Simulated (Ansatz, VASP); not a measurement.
Two plane-wave programs on TlAgS2

```
Ag S Tl
1.0
     4.13844    0.00000    0.00000
     0.00000    4.13844    0.00000
     0.00000    0.00000    6.00234
Ag S Tl
1 2 1
Cartesian
  0.0000 0.0000 0.0000
  0.0000 2.0692 1.4681
  2.0692 0.0000 4.5343
  2.0692 2.0692 3.0012
```

Alike in both runs: task single point; functional PBE; k mesh 4 × 4 × 4; occupations fermi-dirac, width 0.02 eV; no spin polarisation.

```csv
,VASP,Ansatz
version,VASP 6.6.1,Ansatz 0.2.0
potentials or method,"VASP PAW PBE potentials, release 64 (Ag, S, Tl_d)",plane waves
plane-wave cutoff (eV),520,420
valence electrons in the cell,36,44
```

Ansatz gave:

```
pressure (GPa)                                  : 1.7
largest component of the traceless stress (GPa) : 0.13
rms of the force components (eV/Å)              : 0.067
```

Task: What did VASP give for the same quantities?

Result: Pressure (GPa): 1.6; largest component of the traceless stress (GPa): 0.13; rms of the force components (eV/Å): 0.065.

The two sets of potentials don't hold the same shells in valence.

Caveats: the k mesh is coarse (spacing up to 0.38 Å⁻¹), so the values aren't converged. Spin-orbit coupling is left out, which matters for the levels of Tl.
